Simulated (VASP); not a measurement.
A run of VASP 6.6.1 is set up as follows.

Contents of POSCAR:

```
NaH12ClO6
1.0
    6.2692210000      0.0000000000      0.0000000000
    0.0000000000      6.2692210000      0.0000000000
    0.0000000000      0.0000000000      6.2692210000
O H Na Cl
6 12 1 1
Direct
    0.4384875700      1.1597336800      0.5732118400
    0.4700370200      0.2603801100      0.1135388900
    0.0751205400      0.5121627300      0.5707450700
    1.1324649400      0.9603898200      0.9747372200
    0.8538167600      0.1400102600      0.2903251300
    0.6889804900      0.7302116200      0.3222861300
    0.4327168000      1.1197786000      0.4230713700
    0.4501024100      1.0217204900      0.6438475700
    0.4779980400      0.3941392200      0.0319675700
    0.3660919700      0.1731309000      0.0370444000
    0.1098685600      0.5512499500      0.4257634400
    0.1844123300      0.4064613800      0.6087802500
    1.0339157800      0.9358892400      0.8566446200
    1.2435515400      0.8518256400      0.9490900900
    0.7355443700      0.1716394500      0.1933185700
    0.9687319000      0.0935295900      0.1957664500
    0.7570807200      0.8702768600      0.3372646200
    0.6513193900      0.7230380800      0.1717125800
    0.7115082400      0.4345491800      0.5386214700
    0.5185281100      0.6749702900      0.8507647100
```

File INCAR.step1:

```
SYSTEM = NaH12ClO6
PREC = Accurate
ENCUT = 520
ISMEAR = -1
SIGMA = 0.05
LREAL = Auto
LASPH = .TRUE.
NELM = 100
ISYM = 0
GGA = PE
ALGO = Normal
EDIFF = 1E-4
LWAVE = .TRUE.
LCHARG = .FALSE.
```

Contents of INCAR.step2:

```
SYSTEM = NaH12ClO6
PREC = Accurate
ENCUT = 520
EDIFF = 1E-5
ISMEAR = -1
SIGMA = 0.05
LREAL = Auto
LASPH = .TRUE.
NELM = 100
ALGO = Normal
ISIF = 2
LWAVE = .FALSE.
LCHARG = .FALSE.
METAGGA = R2SCAN
LMIXTAU = .TRUE.
IVDW = 12
VDW_S6 = 1.0
VDW_S8 = 0.78981345
VDW_A1 = 0.49484001
VDW_A2 = 5.73083694
IBRION = 0
NSW = 40
POTIM = 0.5
TEBEG = 1000.0
TEEND = 1000.0
ISYM = 0
NELMIN = 4
RANDOM_SEED = 890890 0 0
MDALGO = 3
LANGEVIN_GAMMA = 20 20 20 20
ISTART = 1
```

KPOINTS

```
Automatic mesh
0
G
  1 1 1
  0 0 0
```

Potentials or basis: VASP PAW PBE potentials, release 64 (O, H, Na_pv, Cl).

Launch:

```sh
$ cat potpaw_PBE.64/O/POTCAR potpaw_PBE.64/H/POTCAR potpaw_PBE.64/Na_pv/POTCAR potpaw_PBE.64/Cl/POTCAR > POTCAR
$ cp INCAR.step1 INCAR
$ mpirun -np 1 vasp_gam > vasp.out
$ cp INCAR.step2 INCAR
$ mpirun -np 1 vasp_gam > vasp.out
```

Question: What does it give for the dispersion energy per atom?

Answer: -0.021 eV.
